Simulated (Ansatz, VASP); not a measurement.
## CsPbBr3: VASP beside Ansatz

Aim: how closely do two programs agree when they are given the same cell, functional and k mesh? The cell is taken from a series of runs on this material, whose earlier steps may have relaxed, scaled, displaced or heated it; both programs get it as it stands.

Method: plane waves, with VASP 6.6.1 beside it; HSE06 form with 60 % exact exchange, screening 0.2078 1/A with an exact-exchange share of 0.6, in Ansatz 0.2.0.

## Step 1: The starting structure

Symmetry: Pm-3m, No. 221, cubic system. Conventional cell: a = 5.949 Å, b = 5.949 Å, c = 5.949 Å, α = 90.00°, β = 90.00°, γ = 90.00°. Nearest to Cs lie 12 Br at 4.21 Å. Nearest to Pb lie 6 Br at 2.97 Å. Nearest to Br lie 2 Pb at 2.97 Å and 4 Cs at 4.21 Å. Farther neighbours and most contacts between anions are not listed.

Coordinates:

```
Cs Pb Br
1.0
     5.94863    0.00000    0.00000
     0.00000    5.94863    0.00000
     0.00000    0.00000    5.94863
Cs Pb Br
1 1 3
Direct
  0.00000 0.00000 0.00000
  0.50000 0.50000 0.50000
  0.50000 0.50000 0.00000
  0.50000 0.00000 0.50000
  0.00000 0.50000 0.50000
```

## Step 2: VASP: G0W0 gap, HSE06 form with 60 % exact exchange, screening 0.2078 1/A with an exact-exchange share of 0.6

Quasiparticle shifts depend on high empty states and on the cores, so they are the hardest test of two PAW sets.

Lines of VASP's logs that name or quote its potential files are left out, and so is its time.

The run reads the wave functions of an earlier VASP run, which isn't shown here.

Contents of INCAR:

```
SYSTEM = CsPbBr3
PREC = Accurate
ENCUT = 300
ISMEAR = 0
SIGMA = 0.01
LREAL = .FALSE.
LHFCALC = .TRUE.
AEXX = 0.6
GGA = PE
HFSCREEN = 0.2078
LASPH = .TRUE.
NBANDS = 901
PRECFOCK = Fast
ALGO = EVGW0
NELMGW = 1
ENCUTGW = 150
NOMEGA = 64
NBANDSGW = 31
LWAVE = .FALSE.
LCHARG = .FALSE.
```

Contents of POSCAR:

```
CsPbBr3
1.0
    5.9486308200      0.0000000000      0.0000000000
    0.0000000000      5.9486308200      0.0000000000
    0.0000000000      0.0000000000      5.9486308200
Cs Pb Br
1 1 3
Direct
    0.0000000000      0.0000000000      0.0000000000
    0.5000000000      0.5000000000      0.5000000000
    0.5000000000      0.5000000000      0.0000000000
    0.5000000000      0.0000000000      0.5000000000
    0.0000000000      0.5000000000      0.5000000000
```

Contents of KPOINTS:

```
Automatic mesh
0
Gamma
2 2 2
0 0 0
```

PAW data sets: Cs_sv_GW, Pb_d_GW and Br_GW (PBE family, release 64).

Run with:

```
$ export OMP_NUM_THREADS=3
$ mpirun -np 1 vasp_std
```

Numbers of over 12 decimals in the logs are rounded to 6 here.

Log:

```text
[banner, memory and clock lines left out]
running    1 mpi-ranks, on    1 nodes
 distrk:  each k-point on    1 cores,    1 groups
 distr:  one band on    1 cores,    1 groups
 Offloading initialized ...    1 GPUs detected
 POSCAR found type information on POSCAR CsPbBr
 POSCAR found :  3 types and       5 ions
|                                                                             |
|           W    W    AA    RRRRR   N    N  II  N    N   GGGG   !!!           |
|           W    W   A  A   R    R  NN   N  II  NN   N  G    G  !!!           |
|           W    W  A    A  R    R  N N  N  II  N N  N  G       !!!           |
|           W WW W  AAAAAA  RRRRR   N  N N  II  N  N N  G  GGG   !            |
|           WW  WW  A    A  R   R   N   NN  II  N   NN  G    G                |
|           W    W  A    A  R    R  N    N  II  N    N   GGGG   !!!           |
|                                                                             |
|     The default for ENCUTGWSOFT is different in this version of VASP.       |
|     please manually set ENCUTGWSOFT =150 in the INCAR file.                 |
|                                                                             |

 LDA part: xc-table for (Slater+PW92), standard interpolation
 found WAVECAR, reading the header
 POSCAR, INCAR and KPOINTS ok, starting setup
 FFT: planning ... GRIDC
 FFT: planning ... GRID_SOFT
 FFT: planning ... GRID
 reading WAVECAR
 the WAVECAR file was read successfully
 initial charge from wavefunction
 available memory per node:   1612.49 GB, setting MAXMEM to   1651189

 The Fermi energy was updated, please check that it is located mid-gap
 values below the HOMO (VB) or above the LUMO (CB) will cause erroneous energies
 E-fermi :   1.1489

 calculate exact exchange contribution
 the WAVEDER file was read successfully
|                                                                             |
|           W    W    AA    RRRRR   N    N  II  N    N   GGGG   !!!           |
|           W    W   A  A   R    R  NN   N  II  NN   N  G    G  !!!           |
|           W    W  A    A  R    R  N N  N  II  N N  N  G       !!!           |
|           W WW W  AAAAAA  RRRRR   N  N N  II  N  N N  G  GGG   !            |
|           WW  WW  A    A  R   R   N   NN  II  N   NN  G    G                |
|           W    W  A    A  R    R  N    N  II  N    N   GGGG   !!!           |
|                                                                             |
|     Automatic setting of frequency mesh for GW failed. Frequency mesh       |
|     properly not suitable for determining QP energies. Consider             |
|     increasing number of kpoints.                                           |
|                                                                             |

energies w=
    0.000    0.000    1.716    0.000    3.427    0.000    5.132    0.000
    6.826    0.000    8.507    0.000   10.172    0.000   11.818    0.000
   13.445    0.000   15.052    0.000   16.637    0.000   18.201    0.000
   19.744    0.000   21.266    0.000   22.770    0.000   24.256    0.000
   25.726    0.000   27.182    0.000   28.627    0.000   30.061    0.000
   31.489    0.000   32.913    0.000   34.334    0.000   35.758    0.000
   37.185    0.000   38.621    0.000   40.068    0.000   41.530    0.000
   43.011    0.000   44.515    0.000   46.047    0.000   47.611    0.000
   49.214    0.000   50.860    0.000   52.556    0.000   54.310    0.000
   56.129    0.000   58.022    0.000   60.000    0.000   62.073    0.000
   64.254    0.000   66.559    0.000   69.004    0.000   71.609    0.000
   74.398    0.000   77.398    0.000   80.641    0.000   84.167    0.000
   88.021    0.000   92.261    0.000   96.957    0.000  102.195    0.000
  108.085    0.000  114.764    0.000  122.414    0.000  131.270    0.000
  141.650    0.000  153.988    0.000  168.900    0.000  187.282    0.000
  210.496    0.000  240.711    0.000  281.610    0.000  339.991    0.000
 responsefunction array rank=     912
 LDA part: xc-table for (Slater+PW92), standard interpolation

 min. memory requirement per mpi rank   2094.4 MB, per node   2094.4 MB

 allocating  64 responsefunctions rank=   912
 shmem allocating  64 responsefunctions rank=   912
 response function shared by NCSHMEM nodes    1
 Doing            64  frequencies on each core in blocks of            64
NQ=   1    0.0000    0.0000    0.0000,
|.........|.........|.........|.........|.........|.........|.........|.........
 performed        546000 updates of chi_q(r,r)
 total number of BLAS operations       3502.41 Gflops
NQ=   2    0.5000    0.0000    0.0000,
|.........|.........|.........|.........|.........|.........|.........|.........
 performed       1316000 updates of chi_q(r,r)
 total number of BLAS operations       8316.18 Gflops
NQ=   3    0.5000    0.5000    0.0000,
|.........|.........|.........|.........|.........|.........|.........|.........
 performed       2086000 updates of chi_q(r,r)
 total number of BLAS operations      13000.15 Gflops
NQ=   4    0.5000    0.5000    0.5000,
|.........|.........|.........|.........|.........|.........|.........|.........
 performed       2632000 updates of chi_q(r,r)
 total number of BLAS operations      16636.88 Gflops
 resolving degeneracies of screened two electron integrals

 calculate QP shifts <psi_nk| G(iteration)W_0 |psi_nk>: iteration 1
 entering main loop
```

OUTCAR, selected parts (step 2):

```text
ion  position               nearest neighbor table
   1  0.000  0.000  0.000-
   2  0.500  0.500  0.500-   3 2.97   4 2.97   5 2.97   3 2.97   4 2.97   5 2.97
   3  0.500  0.500  0.000-   2 2.97   2 2.97
   4  0.500  0.000  0.500-   2 2.97   2 2.97
   5  0.000  0.500  0.500-   2 2.97   2 2.97

  LATTYP: Found a simple cubic cell.
 ALAT       =     5.9486308200

 Subroutine GETGRP returns: Found 48 space group operations
 (whereof 48 operations were pure point group operations)

The static configuration has the point symmetry O_h .

 Found      4 irreducible k-points:

   k-points           NKPTS =      4   k-points in BZ     NKDIM =      8   number of bands    NBANDS=    901

   dimension x,y,z NGX =    36 NGY =   36 NGZ =   36
   dimension x,y,z NGXF=    72 NGYF=   72 NGZF=   72

   ENCUT  =  300.0 eV  22.05 Ry    4.70 a.u.   8.40  8.40  8.40*2*pi/ulx,y,z

   NELECT =      46.0000    total number of electrons

  energy-cutoff  :      300.00
  volume of cell :      210.50
      direct lattice vectors                 reciprocal lattice vectors
     5.948630820  0.000000000  0.000000000     0.168105910  0.000000000  0.000000000
     0.000000000  5.948630820  0.000000000     0.000000000  0.168105910  0.000000000
     0.000000000  0.000000000  5.948630820     0.000000000  0.000000000  0.168105910

 k-points in reciprocal lattice and weights: Automatic mesh
   0.00000000  0.00000000  0.00000000       0.125
   0.50000000  0.00000000  0.00000000       0.375
   0.50000000  0.50000000  0.00000000       0.375
   0.50000000  0.50000000  0.50000000       0.125

 E-fermi :   1.1489

 QP shifts <psi_nk| G(iteration)W_0 |psi_nk>: iteration 1
 for sc-GW calculations column KS-energies equals QP-energies in previous step
 and V_xc(KS)=  KS-energies - (<T + V_ion + V_H > + <T+V_H+V_ion>^1  + <V_x>^1)
 k-point   1 :       0.0000    0.0000    0.0000
  band No.  KS-energies  QP-energies   sigma(KS)   V_xc(KS)     V^pw_x(r,r')   Z            occupation Imag(sigma)
    ...
     20      -3.3900      -3.5358     -14.6953     -14.5217     -16.3456       0.8401       2.0000       0.4843
     21      -3.2324      -3.3549     -14.8831     -14.7374     -16.4834       0.8406       2.0000       0.4732
     22      -3.2324      -3.3549     -14.8831     -14.7374     -16.4834       0.8406       2.0000       0.4732
     23      -3.2324      -3.3549     -14.8831     -14.7374     -16.4834       0.8406       2.0000       0.4732
     24       4.4975       4.6246      -5.0138      -5.1574      -2.2569       0.8854       0.0000      -0.3879
     25       5.6850       5.9005      -4.9731      -5.2161      -2.3052       0.8873       0.0000      -0.3869
     26       5.6850       5.9005      -4.9731      -5.2161      -2.3052       0.8873       0.0000      -0.3869
     27       6.4826       6.7507      -5.7541      -6.0584      -2.9012       0.8811       0.0000      -0.4053
    ...

 k-point   2 :       0.5000    0.0000    0.0000
  band No.  KS-energies  QP-energies   sigma(KS)   V_xc(KS)     V^pw_x(r,r')   Z            occupation Imag(sigma)
    ...
     20      -3.4927      -3.6491     -14.4903     -14.3043     -16.1319       0.8409       2.0000       0.4846
     21      -3.3475      -3.4829     -14.7296     -14.5685     -16.3518       0.8408       2.0000       0.4791
     22      -3.3475      -3.4829     -14.7296     -14.5685     -16.3518       0.8408       2.0000       0.4791
     23      -2.4094      -2.7269     -15.1646     -14.7891     -16.2757       0.8457       2.0000       0.4039
     24       3.9963       4.1789      -8.8974      -9.1087      -5.8211       0.8637       0.0000      -0.4251
     25       6.0086       6.1918      -5.5310      -5.7385      -2.7290       0.8830       0.0000      -0.4050
     26       6.5363       6.6591      -5.1747      -5.3138      -2.3605       0.8825       0.0000      -0.4144
     27       6.7632       7.0293      -5.5616      -5.8628      -2.8179       0.8836       0.0000      -0.4049
    ...

 k-point   3 :       0.5000    0.5000    0.0000
  band No.  KS-energies  QP-energies   sigma(KS)   V_xc(KS)     V^pw_x(r,r')   Z            occupation Imag(sigma)
    ...
     20      -3.6155      -3.7763     -14.4453     -14.2539     -16.1069       0.8401       2.0000       0.4908
     21      -3.5515      -3.6549     -15.1580     -15.0349     -16.7653       0.8407       2.0000       0.4774
     22      -2.8620      -2.9958     -15.0497     -14.8904     -16.6298       0.8395       2.0000       0.4619
     23      -1.4795      -1.9234     -15.2000     -14.6790     -16.0112       0.8521       2.0000       0.3590
     24       3.4799       3.6747      -8.5399      -8.7647      -5.5351       0.8663       0.0000      -0.4080
     25       3.4799       3.6747      -8.5399      -8.7647      -5.5351       0.8663       0.0000      -0.4080
     26       6.4459       6.6049      -8.8813      -9.0658      -5.6743       0.8621       0.0000      -0.4838
     27       6.9283       7.2348      -5.7907      -6.1382      -2.9041       0.8819       0.0000      -0.4146
    ...

 k-point   4 :       0.5000    0.5000    0.5000
  band No.  KS-energies  QP-energies   sigma(KS)   V_xc(KS)     V^pw_x(r,r')   Z            occupation Imag(sigma)
    ...
     20      -2.8530      -2.9858     -15.0677     -14.9096     -16.6492       0.8399       2.0000       0.4620
     21      -2.8530      -2.9858     -15.0677     -14.9096     -16.6492       0.8399       2.0000       0.4620
     22      -2.8530      -2.9858     -15.0677     -14.9096     -16.6492       0.8399       2.0000       0.4620
     23      -0.6229      -1.1628     -15.2963     -14.6642     -15.8745       0.8543       2.0000       0.3264
     24       2.9207       3.1212      -8.0703      -8.3012      -5.1294       0.8688       0.0000      -0.3944
     25       2.9207       3.1212      -8.0703      -8.3012      -5.1294       0.8688       0.0000      -0.3944
     26       2.9207       3.1212      -8.0703      -8.3012      -5.1294       0.8688       0.0000      -0.3944
     27       6.0735       6.2552      -5.0716      -5.2772      -2.2508       0.8842       0.0000      -0.3992
    ...
```

(Part 1 of 2 ends here.)

[Lines on the potential files, build, host, timing and source positions are cut from VASP's logs without a mark.]

[Logs are printed without paths, hosts, clocks, repeated set-up lines and the standing remarks that a program may print on its own settings, such as how far it seeks lower states.]

[Hosts, paths, dates, database ids (printed as entryN), source tags and the programs' standing remarks are cut or masked in the printed files.]
